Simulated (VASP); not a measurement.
```yaml
crystal:
  lattice:
    - [0.00000, 2.69180, 2.69180]
    - [2.69180, 0.00000, 2.69180]
    - [2.69180, 2.69180, 0.00000]
  atoms:
    - { symbol: Yb, position: [0.00000, 0.00000, 0.00000] }
```

Calculation: r2SCAN meta-GGA with spin-orbit coupling, VASP's PBE PAW potentials (set 64) (plane waves; VASP). Numerical set-up: 400 eV cut-off, 11×11×11 Γ-centred mesh, Gaussian smearing of 0.050 eV, potentials Yb_2.

The 4f electrons are frozen in the core of the lanthanide potential, so 4f levels, which can set the real gap, and their magnetism are missing.

Q: Give the energies of bands 7 to 15 at the high-symmetry points, in eV from the Fermi level.

A: 
| band | Γ | X | U | L | W |
|---|---|---|---|---|---|
| 7 | -5.13 | -0.99 | -0.22 | -1.59 | 0.00 |
| 8 | -5.13 | -0.99 | -0.22 | -1.59 | 0.00 |
| 9 | 3.36 | 0.53 | 0.34 | 0.08 | 0.84 |
| 10 | 3.36 | 0.53 | 0.34 | 0.08 | 0.84 |
| 11 | 3.36 | 1.50 | 1.22 | 3.04 | 1.03 |
| 12 | 3.36 | 1.50 | 1.22 | 3.04 | 1.03 |
| 13 | 3.54 | 7.01 | 4.84 | 3.23 | 3.04 |
| 14 | 3.54 | 7.01 | 4.84 | 3.23 | 3.04 |
| 15 | 5.55 | 7.14 | 5.28 | 6.93 | 7.45 |

It has no gap at this level: it comes out as a metal or semimetal.

The compound is Yb in the fcc structure. It was relaxed first, which changed the volume by -5 %.
